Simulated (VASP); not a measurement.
An input for Quantum ESPRESSO's pw.x (written as the equivalent of a VASP run, and not itself run):

```
&CONTROL
  calculation = 'scf'
  pseudo_dir = './pseudo'
  outdir = './out'
  tprnfor = .true.
  tstress = .true.
/
&SYSTEM
  ibrav = 0
  nat = 2
  ntyp = 2
  ecutwfc = 76
  occupations = 'smearing'
  smearing = 'gaussian'
  degauss = 0.003675
  input_dft = 'pbe'
/
&ELECTRONS
  conv_thr = 7.3e-08
  electron_maxstep = 100
/
ATOMIC_SPECIES
  Cs 132.905 Cs.upf
  Au 196.967 Au.upf
CELL_PARAMETERS angstrom
     4.3717919    0.0000000    0.0000000
     0.0000000    4.3717919    0.0000000
     0.0000000    0.0000000    4.3717919
ATOMIC_POSITIONS crystal
  Cs   0.0000000  0.0000000  0.0000000
  Au   0.5000000  0.5000000  0.5000000
K_POINTS automatic
  4 4 4 0 0 0
```

Task: Translate this input to VASP (INCAR, KPOINTS, POSCAR, choice of POTCAR).

Result: One answer among several that fit: 
### INCAR
```
ISMEAR = 0   ! Gaussian
SIGMA = 0.05   ! width (eV)
SYSTEM = CsAu
ENCUT = 400   ! plane-wave cut-off (eV)
EDIFF = 1E-6
GGA = PE   ! PBE
LMAXMIX = 6   ! l cut-off of mixed one-centre charges
PREC = Accurate
NELM = 100   ! most electronic steps
ALGO = Normal   ! blocked Davidson
LASPH = .True.   ! aspherical one-centre terms
LREAL = .False.   ! projection in real space or not
LCHARG = .False.
LWAVE = .True.
```

### KPOINTS
```
Automatic mesh
0
Gamma
4 4 4
0 0 0
```

POSCAR:
```
CsAu
1
    4.3717918694     0.0000000000     0.0000000000
    0.0000000000     4.3717918694     0.0000000000
    0.0000000000     0.0000000000     4.3717918694
Cs Au
1 1
Direct
  0.0000000000   0.0000000000   0.0000000000
  0.5000000000   0.5000000000   0.5000000000
```

POTCAR, in this order: Cs_sv Au (PBE.64 set). Program: vasp_std.

Limits of the translation: the potentials are each code's own (VASP's PAW set, PseudoDojo norm-conserving files in pw.x), so ENCUT and ecutwfc are chosen apart and not converted; conv_thr bounds pw.x's estimated SCF error, while EDIFF bounds the energy change between steps.

The structure comes from a computed database's CsAu entry (Pm-3m); how it stands against other phases isn't given here. It was relaxed first, which changed the volume by +6 %.
